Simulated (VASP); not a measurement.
Computed with RPBE GGA, VASP's PBE PAW potentials (set 64) (plane waves; VASP).

VASP input:

File POSCAR:
```
GaP
1
    0.0000000000     2.8311479233     2.8311479233
    2.8311479233     0.0000000000     2.8311479233
    2.8311479233     2.8311479233     0.0000000000
Ga P
1 1
Direct
  0.0000000000   0.0000000000   0.0000000000
  0.2500000000   0.2500000000   0.2500000000
```

File KPOINTS:
```
K-points
0
gamma
  8 8 8
```

### INCAR
```
SYSTEM=GaP
PREC=Accurate; ENCUT=520; LREAL=.FALSE.
LASPH=.TRUE.
EDIFF=1E-7; NELM=100; ALGO=Normal
LMAXMIX=4
ISMEAR=0; SIGMA=0.05
GGA=RP
ISIF=2
LWAVE=.FALSE.; LCHARG=.FALSE.
```

POTCAR, in this order: Ga_d P (PBE.64 set). Program: vasp_std.

Question: What does the run give for the energy per atom (σ→0), pressure, band gap (on the k-mesh)?

Answer: 
- energy per atom (σ→0): -4.215 eV/atom
- band gap (on the k-mesh): 1.04 eV
- pressure: -3.60 GPa

OSZICAR:
```
...
DAV:   9    -0.842991636717E+01   -0.11463E-02   -0.22390E-03   934   0.704E-01    0.134E-01
DAV:  10    -0.843010614733E+01   -0.18978E-03   -0.19998E-04   912   0.140E-01    0.785E-02
DAV:  11    -0.843035553288E+01   -0.24939E-03   -0.57807E-04   809   0.199E-01    0.155E-02
DAV:  12    -0.843035433811E+01    0.11948E-05   -0.12406E-05   937   0.488E-02    0.508E-03
DAV:  13    -0.843035600516E+01   -0.16671E-05   -0.49245E-06   870   0.200E-02    0.491E-03
DAV:  14    -0.843035620532E+01   -0.20016E-06   -0.51389E-07   864   0.540E-03    0.290E-03
DAV:  15    -0.843035617360E+01    0.31728E-07   -0.30060E-08   582   0.176E-03
   1 F= -.84303562E+01 E0= -.84303562E+01  d E =-.589814E-14
```

The compound is GaP in the zinc blende structure. This cell is one point of a volume scan, at 1.06 of the reference volume.
